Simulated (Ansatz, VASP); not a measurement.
# Cross-check of C (Graphite) between VASP and Ansatz

Aim: how closely do two programs agree when they are given the same cell, functional and k mesh? The cell is taken from a series of runs on this material, whose earlier steps may have relaxed, scaled, displaced or heated it; both programs get it as it stands.

Main program and level: Ansatz 0.2.0; plane waves, with VASP 6.6.1 beside it; zone-centre phonons at LDA.

### 1. The structure

The structure is hexagonal, space group P6_3/mmc (No. 194). The conventional cell has a = 2.445 Å, b = 2.445 Å, c = 6.649 Å, α = 90.00°, β = 90.00°, γ = 120.00°. Nearest to C lie 3 C at 1.41 Å. C has 3 C at 1.41 Å nearest.

Structure file:

```
C
1.0
     2.44490    0.00000    0.00000
    -1.22245    2.11735    0.00000
     0.00000    0.00000    6.64941
C
4
Direct
  0.00000 0.00000 0.75000
  0.00000 0.00000 0.25000
  0.33333 0.66667 0.75000
  0.66667 0.33333 0.25000
```

### 2. VASP: zone-centre phonons, LDA

Second derivatives magnify differences that forces hide, and they need a tight electronic threshold.

Lines of VASP's logs that name or quote its potential files are left out, and so is its time.

Contents of INCAR:

```
SYSTEM = C
PREC = Accurate
ENCUT = 600
EDIFF = 1E-08
NELM = 120
ISMEAR = 1
SIGMA = 0.2
LREAL = .FALSE.
ALGO = Normal
GGA = CA
NBANDS = 14
LORBIT = 11
LWAVE = .FALSE.
LCHARG = .FALSE.
ISIF = 2
IBRION = 8
LASPH = .TRUE.
GGA_COMPAT = .FALSE.
KPAR = 2
```

Contents of POSCAR:

```
C
1.0
    2.4449026416      0.0000000000      0.0000000000
   -1.2224513208      2.1173477974      0.0000000000
    0.0000000000      0.0000000000      6.6494068753
C
4
Direct
    0.0000000000      0.0000000000      0.7500000000
    0.0000000000      0.0000000000      0.2500000000
    0.3333333333      0.6666666667      0.7500000000
    0.6666666667      0.3333333333      0.2500000000
```

Contents of KPOINTS:

```
Automatic mesh
0
Gamma
24 24 8
0 0 0
```

The projector-augmented-wave data sets are C (LDA family, release 64).

Command:

```sh
> mpirun -np 2 vasp_std
```

Numbers of over 12 decimals in the logs are rounded to 6 here.

Output:

```text
[banner, memory and clock lines left out]
running    2 mpi-ranks, on    1 nodes
 distrk:  each k-point on    1 cores,    2 groups
 distr:  one band on    1 cores,    1 groups

 POSCAR found type information on POSCAR C
 POSCAR found :  1 types and       4 ions
 LDA part: xc-table for (Slater(with rela. corr.)+CA(PZ))
 , standard interpolation
 POSCAR, INCAR and KPOINTS ok, starting setup
 FFT: planning ... GRIDC
 FFT: planning ... GRID_SOFT
 FFT: planning ... GRID
 WAVECAR not read
 entering main loop
       N       E                     dE             d eps       ncg     rms          rms(c)
DAV:   1     0.414981244937E+02    0.41498E+02   -0.88756E+03  8564   0.118E+03
DAV:   2    -0.398835317819E+02   -0.81382E+02   -0.73750E+02 11618   0.219E+02
DAV:   3    -0.433127102870E+02   -0.34292E+01   -0.34048E+01 11174   0.433E+01
DAV:   4    -0.433502200774E+02   -0.37510E-01   -0.37494E-01 10582   0.542E+00
DAV:   5    -0.433509677681E+02   -0.74769E-03   -0.74725E-03 11262   0.727E-01    0.941E+00
DAV:   6    -0.411380042460E+02    0.22130E+01   -0.18476E+00 10016   0.896E+00    0.533E+00
DAV:   7    -0.404596839222E+02    0.67832E+00   -0.19913E+00  9914   0.951E+00    0.146E+00
DAV:   8    -0.404624242228E+02   -0.27403E-02   -0.93065E-02 10166   0.200E+00    0.340E-01
DAV:   9    -0.404605527746E+02    0.18714E-02   -0.36993E-03 11042   0.444E-01    0.104E-01
DAV:  10    -0.404605247025E+02    0.28072E-04   -0.37898E-04 10218   0.140E-01    0.385E-02
DAV:  11    -0.404605243512E+02    0.35133E-06   -0.12461E-05 10564   0.277E-02    0.280E-03
DAV:  12    -0.404605242759E+02    0.75295E-07   -0.31665E-07 11302   0.440E-03    0.237E-03
DAV:  13    -0.404605242896E+02   -0.13657E-07   -0.43098E-08 10444   0.164E-03    0.283E-04
DAV:  14    -0.404605242872E+02    0.23924E-08   -0.17110E-09  6928   0.334E-04
   1 F= -.40460524E+02 E0= -.40460454E+02  d E =-.212067E-03
 Linear response reoptimize wavefunctions to high precision
DAV:   1    -0.404605242887E+02   -0.15093E-08   -0.33705E-10  7860   0.142E-04
DAV:   2    -0.404605242887E+02   -0.14779E-10   -0.55862E-11  6304   0.583E-05
 Linear response DOF=           4
 Linear response progress:
  Degree of freedom:   1/  4
       N       E                     dE             d eps       ncg     rms          rms(c)
RMM:   1    -0.131517822756E+00   -0.13152E+00   -0.18275E-03 93898   0.237E+00
RMM:   2    -0.117340034662E+00    0.14178E-01   -0.16343E-04 67014   0.524E-01    0.246E-01
RMM:   3    -0.117519226972E+00   -0.17919E-03    0.98962E-04 65956   0.192E-01    0.133E-01
RMM:   4    -0.118573795797E+00   -0.10546E-02    0.70248E-04 62249   0.189E-01    0.148E-02
RMM:   5    -0.118675375701E+00   -0.10158E-03   -0.81566E-05 72348   0.269E-02    0.173E-03
RMM:   6    -0.118673129075E+00    0.22466E-05    0.63523E-07 74004   0.330E-03    0.631E-04
RMM:   7    -0.118667255634E+00    0.58734E-05    0.10225E-05 73805   0.946E-04    0.176E-04
RMM:   8    -0.118668898263E+00   -0.16426E-05    0.53028E-06 75147   0.370E-04    0.239E-05
RMM:   9    -0.118669153263E+00   -0.25500E-06    0.58227E-07 78011   0.160E-04    0.589E-06
RMM:  10    -0.118669166714E+00   -0.13451E-07   -0.93643E-07 78278   0.115E-04    0.272E-06
RMM:  11    -0.118669141526E+00    0.25188E-07   -0.13799E-06 76876   0.104E-04    0.713E-07
RMM:  12    -0.118669132764E+00    0.87619E-08   -0.15766E-06 67131   0.100E-04    0.100E-07
RMM:  13    -0.118669132455E+00    0.30941E-09   -0.16340E-06 53382   0.990E-05    0.460E-08
 first order change of Fermi-energy  -0.23945E-03
 force on displaced ion       1 direction 1 : -56.689  -0.160   0.000
 Linear response progress:
  Degree of freedom:   2/  4
       N       E                     dE             d eps       ncg     rms          rms(c)
RMM:   1    -0.136943261110E+00   -0.13694E+00    0.64732E-02 22939   0.210E+00
RMM:   2    -0.137329583505E+00   -0.38632E-03   -0.16157E-03 19456   0.283E-01    0.199E-01
RMM:   3    -0.137117790934E+00    0.21179E-03   -0.57656E-04 18386   0.154E-01    0.103E-01
RMM:   4    -0.137376118521E+00   -0.25833E-03   -0.26845E-04 19698   0.106E-01    0.228E-02
RMM:   5    -0.137278689432E+00    0.97429E-04   -0.13139E-05 21249   0.223E-02    0.282E-03
RMM:   6    -0.137270207891E+00    0.84815E-05   -0.95587E-07 22408   0.420E-03    0.851E-04
RMM:   7    -0.137259308950E+00    0.10899E-04   -0.53636E-08 20363   0.151E-03    0.226E-04
RMM:   8    -0.137258791745E+00    0.51720E-06   -0.57600E-08 23344   0.408E-04    0.403E-05
RMM:   9    -0.137259009578E+00   -0.21783E-06   -0.37469E-08 23581   0.151E-04    0.106E-05
RMM:  10    -0.137259021874E+00   -0.12297E-07   -0.31085E-08 23979   0.116E-04    0.158E-06
RMM:  11    -0.137259027022E+00   -0.51474E-08    0.23348E-08 22447   0.108E-04    0.591E-07
 first order change of Fermi-energy   0.11010E-03
 force on displaced ion       1 direction 3 :   0.000  -0.000 -17.371
 Linear response progress:
  Degree of freedom:   3/  4
       N       E                     dE             d eps       ncg     rms          rms(c)
RMM:   1    -0.131962813764E+00   -0.13196E+00   -0.57464E-03 93923   0.237E+00
RMM:   2    -0.118245693398E+00    0.13717E-01   -0.84285E-03 66979   0.523E-01    0.246E-01
RMM:   3    -0.117972665371E+00    0.27303E-03   -0.28269E-03 65904   0.193E-01    0.133E-01
RMM:   4    -0.118970263757E+00   -0.99760E-03   -0.24964E-03 62262   0.191E-01    0.148E-02
RMM:   5    -0.118739945734E+00    0.23032E-03    0.45862E-05 72353   0.270E-02    0.174E-03
RMM:   6    -0.118750591130E+00   -0.10645E-04    0.11728E-06 73774   0.332E-03    0.633E-04
RMM:   7    -0.118745111322E+00    0.54798E-05    0.79433E-06 73420   0.955E-04    0.178E-04
RMM:   8    -0.118747132366E+00   -0.20210E-05   -0.14045E-06 75150   0.371E-04    0.243E-05
RMM:   9    -0.118746550656E+00    0.58171E-06    0.20152E-06 77888   0.162E-04    0.702E-06
RMM:  10    -0.118746705096E+00   -0.15444E-06   -0.11247E-06 78053   0.117E-04    0.260E-06
RMM:  11    -0.118746668278E+00    0.36818E-07   -0.17237E-06 76925   0.106E-04    0.667E-07
RMM:  12    -0.118746668317E+00   -0.39124E-10   -0.19641E-06 64650   0.101E-04    0.739E-08
 first order change of Fermi-energy   0.23047E-03
 force on displaced ion       3 direction 1 : -56.636  -0.162   0.000
 Linear response progress:
  Degree of freedom:   4/  4
       N       E                     dE             d eps       ncg     rms          rms(c)
RMM:   1    -0.137509520902E+00   -0.13751E+00    0.63408E-02 23202   0.210E+00
RMM:   2    -0.137900147242E+00   -0.39063E-03   -0.15027E-03 19334   0.280E-01    0.198E-01
RMM:   3    -0.137687530440E+00    0.21262E-03   -0.58358E-04 18283   0.156E-01    0.102E-01
RMM:   4    -0.137956338539E+00   -0.26881E-03   -0.26750E-04 19593   0.107E-01    0.227E-02
RMM:   5    -0.137862650995E+00    0.93688E-04   -0.14105E-05 21440   0.225E-02    0.283E-03
RMM:   6    -0.137856069802E+00    0.65812E-05   -0.34954E-07 22486   0.446E-03    0.894E-04
RMM:   7    -0.137844245183E+00    0.11825E-04   -0.72591E-08 20357   0.167E-03    0.227E-04
RMM:   8    -0.137843669773E+00    0.57541E-06   -0.23371E-08 23342   0.433E-04    0.397E-05
RMM:   9    -0.137843895646E+00   -0.22587E-06   -0.83964E-08 23434   0.156E-04    0.122E-05
RMM:  10    -0.137843902405E+00   -0.67584E-08   -0.33353E-08 23942   0.123E-04    0.159E-06
 first order change of Fermi-energy   0.14062E-03
 force on displaced ion       3 direction 3 :   0.000  -0.000 -17.511
 Linear response finished
```

From OUTCAR (step 2):

```text
ion  position               nearest neighbor table
   1  0.000  0.000  0.750-   3 1.41   3 1.41   3 1.41
   2  0.000  0.000  0.250-   4 1.41   4 1.41   4 1.41
   3  0.333  0.667  0.750-   1 1.41   1 1.41   1 1.41
   4  0.667  0.333  0.250-   2 1.41   2 1.41   2 1.41

  LATTYP: Found a hexagonal cell.
 ALAT       =     2.4449026416
 C/A-ratio  =     2.7197021109

 Subroutine GETGRP returns: Found 24 space group operations
 (whereof 12 operations were pure point group operations)

The static configuration has the point symmetry D_3d.
 The point group associated with its full space group is D_6h.

 Found    305 irreducible k-points:

   k-points           NKPTS =    305   k-points in BZ     NKDIM =    305   number of bands    NBANDS=     14

   dimension x,y,z NGX =    20 NGY =   20 NGZ =   54
   dimension x,y,z NGXF=    40 NGYF=   40 NGZF=  108

   ENCUT  =  600.0 eV  44.10 Ry    6.64 a.u.   4.88  4.88 13.28*2*pi/ulx,y,z

   NELECT =      16.0000    total number of electrons

 k-points in reciprocal lattice and weights: Automatic mesh
   0.00000000  0.00000000  0.00000000       0.000
   0.04166667  0.00000000  0.00000000       0.001
   0.08333333  0.00000000  0.00000000       0.001
   0.12500000  0.00000000  0.00000000       0.001
   0.16666667 -0.00000000  0.00000000       0.001
   0.20833333  0.00000000  0.00000000       0.001
   0.25000000  0.00000000  0.00000000       0.001
   0.29166667 -0.00000000  0.00000000       0.001
   0.33333333  0.00000000  0.00000000       0.001
[...]
0.33333333  0.29166667  0.50000000       0.003
   0.33333333  0.33333333  0.50000000       0.000

 average (electrostatic) potential at core
       1 -54.7373       2 -54.7373       3 -54.7027       4 -54.7027

  Total        0.1479658      0.1479658     -0.0853286      0.0000000     -0.0000000      0.0000000
  in kB        6.8870798      6.8870798     -3.9716275      0.0000000     -0.0000000      0.0000000
  external PRESSURE =       3.2675107 kB  Pullay stress =       0.0000000 kB

  energy-cutoff  :      600.00
  volume of cell :       34.42
      direct lattice vectors                 reciprocal lattice vectors
     2.444902642  0.000000000  0.000000000     0.409014242  0.236144483  0.000000000
    -1.222451321  2.117347797  0.000000000     0.000000000  0.472288965  0.000000000
     0.000000000  0.000000000  6.649406875     0.000000000  0.000000000  0.150389353

 POSITION                                       TOTAL-FORCE (eV/Angst)
 -----------------------------------------------------------------------------------
      0.00000      0.00000      4.98706         0.000000      0.000000     -0.000000
      0.00000      0.00000      1.66235        -0.000000     -0.000000     -0.000000
     -0.00000      1.41157      4.98706        -0.000000      0.000000      0.000000
      1.22245      0.70578      1.66235         0.000000     -0.000000      0.000000
 -----------------------------------------------------------------------------------
    total drift:                                0.000000     -0.000000     -0.000000

 Eigenvectors and eigenvalues of the dynamical matrix
 ----------------------------------------------------

   1 f  =   48.068355 THz   302.022380 2PiTHz 1603.387723 cm-1   198.794652 meV
             X         Y         Z           dx          dy          dz
      0.000000  0.000000  4.987055    -0.500075   -0.000000   -0.000000
      0.000000  0.000000  1.662352    -0.500075   -0.000000    0.000000
     -0.000000  1.411565  4.987055     0.499925    0.000000    0.000000
      1.222451  0.705783  1.662352     0.499925    0.000000    0.000000

   2 f  =   48.068355 THz   302.022380 2PiTHz 1603.387723 cm-1   198.794652 meV
             X         Y         Z           dx          dy          dz
      0.000000  0.000000  4.987055     0.000000   -0.500075   -0.000000
      0.000000  0.000000  1.662352     0.000000   -0.500075    0.000000
     -0.000000  1.411565  4.987055    -0.000000    0.499925   -0.000000
      1.222451  0.705783  1.662352    -0.000000    0.499925   -0.000000

   3 f  =   47.954919 THz   301.309640 2PiTHz 1599.603903 cm-1   198.325518 meV
             X         Y         Z           dx          dy          dz
      0.000000  0.000000  4.987055    -0.500158   -0.000000    0.000000
      0.000000  0.000000  1.662352     0.500158    0.000000    0.000000
     -0.000000  1.411565  4.987055     0.499842    0.000000   -0.000000
      1.222451  0.705783  1.662352    -0.499842   -0.000000    0.000000

   4 f  =   47.954919 THz   301.309640 2PiTHz 1599.603903 cm-1   198.325518 meV
             X         Y         Z           dx          dy          dz
      0.000000  0.000000  4.987055    -0.000000    0.500158    0.000000
      0.000000  0.000000  1.662352     0.000000   -0.500158    0.000000
     -0.000000  1.411565  4.987055     0.000000   -0.499842    0.000000
      1.222451  0.705783  1.662352    -0.000000    0.499842    0.000000

   5 f  =   26.616107 THz   167.233932 2PiTHz  887.817760 cm-1   110.075324 meV
             X         Y         Z           dx          dy          dz
      0.000000  0.000000  4.987055    -0.000000    0.000000   -0.500015
      0.000000  0.000000  1.662352     0.000000   -0.000000   -0.500015
     -0.000000  1.411565  4.987055    -0.000000   -0.000000    0.499985
      1.222451  0.705783  1.662352     0.000000   -0.000000    0.499985

   6 f  =   26.456825 THz   166.233131 2PiTHz  882.504675 cm-1   109.416585 meV
             X         Y         Z           dx          dy          dz
      0.000000  0.000000  4.987055    -0.000000   -0.000000   -0.497911
      0.000000  0.000000  1.662352     0.000000    0.000000    0.497911
     -0.000000  1.411565  4.987055    -0.000000   -0.000000    0.502081
      1.222451  0.705783  1.662352     0.000000    0.000000   -0.502081

   7 f  =    3.348192 THz    21.037310 2PiTHz  111.683658 cm-1    13.847003 meV
             X         Y         Z           dx          dy          dz
      0.000000  0.000000  4.987055    -0.000000   -0.000000   -0.502081
      0.000000  0.000000  1.662352     0.000000    0.000000    0.502081
     -0.000000  1.411565  4.987055    -0.000000   -0.000000   -0.497911
      1.222451  0.705783  1.662352     0.000000    0.000000    0.497911

   8 f  =    1.282171 THz     8.056115 2PiTHz   42.768606 cm-1     5.302629 meV
             X         Y         Z           dx          dy          dz
      0.000000  0.000000  4.987055    -0.499584   -0.016043   -0.000000
      0.000000  0.000000  1.662352     0.499584    0.016043   -0.000000
     -0.000000  1.411565  4.987055    -0.499901   -0.016053   -0.000000
      1.222451  0.705783  1.662352     0.499901    0.016053   -0.000000

   9 f  =    1.282171 THz     8.056115 2PiTHz   42.768606 cm-1     5.302629 meV
             X         Y         Z           dx          dy          dz
      0.000000  0.000000  4.987055     0.016043   -0.499584    0.000000
      0.000000  0.000000  1.662352    -0.016043    0.499584    0.000000
     -0.000000  1.411565  4.987055     0.016053   -0.499901    0.000000
      1.222451  0.705783  1.662352    -0.016053    0.499901    0.000000

  10 f/i=    0.000814 THz     0.005111 2PiTHz    0.027136 cm-1     0.003364 meV
             X         Y         Z           dx          dy          dz
      0.000000  0.000000  4.987055    -0.000000    0.000000    0.499985
      0.000000  0.000000  1.662352    -0.000000    0.000000    0.499985
     -0.000000  1.411565  4.987055    -0.000000    0.000000    0.500015
      1.222451  0.705783  1.662352    -0.000000    0.000000    0.500015

  11 f/i=    0.007187 THz     0.045159 2PiTHz    0.239743 cm-1     0.029724 meV
             X         Y         Z           dx          dy          dz
      0.000000  0.000000  4.987055     0.484722   -0.122351    0.000000
      0.000000  0.000000  1.662352     0.484722   -0.122351    0.000000
     -0.000000  1.411565  4.987055     0.484867   -0.122387    0.000000
      1.222451  0.705783  1.662352     0.484867   -0.122387    0.000000

  12 f/i=    0.007187 THz     0.045159 2PiTHz    0.239743 cm-1     0.029724 meV
             X         Y         Z           dx          dy          dz
      0.000000  0.000000  4.987055    -0.122351   -0.484722    0.000000
      0.000000  0.000000  1.662352    -0.122351   -0.484722    0.000000
     -0.000000  1.411565  4.987055    -0.122387   -0.484867    0.000000
      1.222451  0.705783  1.662352    -0.122387   -0.484867    0.000000

 ELASTIC MODULI CONTR FROM IONIC RELAXATION (kBar)
 Direction    XX          YY          ZZ          XY          YZ          ZX
 --------------------------------------------------------------------------------
 XX        -283.5380    283.5380      0.0000     -0.0000     -0.0000      0.0000
 YY         283.5380   -283.5380     -0.0000      0.0000      0.0000      0.0000
 ZZ           0.0000     -0.0000     -0.0000      0.0000     -0.0000      0.0000
 XY          -0.0000      0.0000      0.0000   -283.5380     -0.0000      0.0000
 YZ          -0.0000      0.0000     -0.0000     -0.0000     -0.0000      0.0000
 ZX           0.0000      0.0000      0.0000      0.0000      0.0000      0.0000
 --------------------------------------------------------------------------------
```

[end of part 1 of 2]

[Lines on the potential files, build, host, timing and source positions are cut from VASP's logs without a mark.]

[Logs are printed without paths, hosts, clocks, repeated set-up lines and the standing remarks that a program may print on its own settings, such as how far it seeks lower states.]

[Hosts, paths, dates, database ids (printed as entryN), source tags and the programs' standing remarks are cut or masked in the printed files.]
